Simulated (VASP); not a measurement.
A VASP calculation is set up with these files.

INCAR:
```
ALGO  =  Normal
EDIFF  =  1E-6
EDIFFG  =  -0.02
ENCUT  =  520
GGA  =  PS
IBRION  =  2
ISIF  =  3
ISMEAR  =  1
LASPH  =  .TRUE.
LCHARG  =  .FALSE.
LMAXMIX  =  6
LREAL  =  .FALSE.
LWAVE  =  .FALSE.
NELM  =  100
NSW  =  60
PREC  =  Accurate
SIGMA  =  0.1
SYSTEM  =  PdAuO2
```

KPOINTS:
```
K-points
0
G
 10 10 10
```

**POSCAR**
```
PdAuO2
1
    1.5906299323     0.9183503650     6.0310365974
   -1.5906299323     0.9183503650     6.0310365974
    0.0000000000    -1.8367017176     6.0310365976
Pd Au O
1 1 2
Direct
  0.5000000000   0.5000000000   0.5000000000
  0.0000000000   0.0000000000   0.0000000000
  0.1118528689   0.1118528689   0.1118528689
  0.8881471311   0.8881471311   0.8881471311
```

POTCAR, in this order: Pd Au O (PBE.64 set). Program: vasp_std.

### Question
Write an equivalent input for Ansatz.

### Answer
One equivalent input (not run):
Ansatz 0.2 input:
```yaml
crystal:
  lattice:
    - [1.5906299, 0.9183504, 6.0310366]
    - [-1.5906299, 0.9183504, 6.0310366]
    - [0.0000000, -1.8367017, 6.0310366]
  atoms:
    - { symbol: Pd, position: [0.5000000, 0.5000000, 0.5000000] }
    - { symbol: Au, position: [0.0000000, 0.0000000, 0.0000000] }
    - { symbol: O, position: [0.1118529, 0.1118529, 0.1118529] }
    - { symbol: O, position: [0.8881471, 0.8881471, 0.8881471] }
kpoints:
  mp_grid: { grid: [10, 10, 10] }
hamiltonian:
  xc: pbesol
  pseudopotentials: { kind: paw }
scf:
  occupations: { method: methfessel_paxton, width: 0.1 }
  max_iter: 100
relax:
  max_steps: 60
  f_tol: 0.02
  cell: {}
output: { forces: true, stress: true, eigenvalues: true }
```
What does not carry over: each code has its own PAW files, so the cut-off isn't converted (ENCUT is set for VASP's; basis.ecutwfc is left out, and Ansatz then takes the one that its files recommend); Ansatz stops its SCF on the density residual and VASP on the energy change (EDIFF).

The structure comes from a computed database's PdAuO2 entry (R-3m); how it stands against other phases isn't given here. This run relaxes it. Symmetry was kept, so distortions that lower it aren't found. The start is the result of an earlier pass.
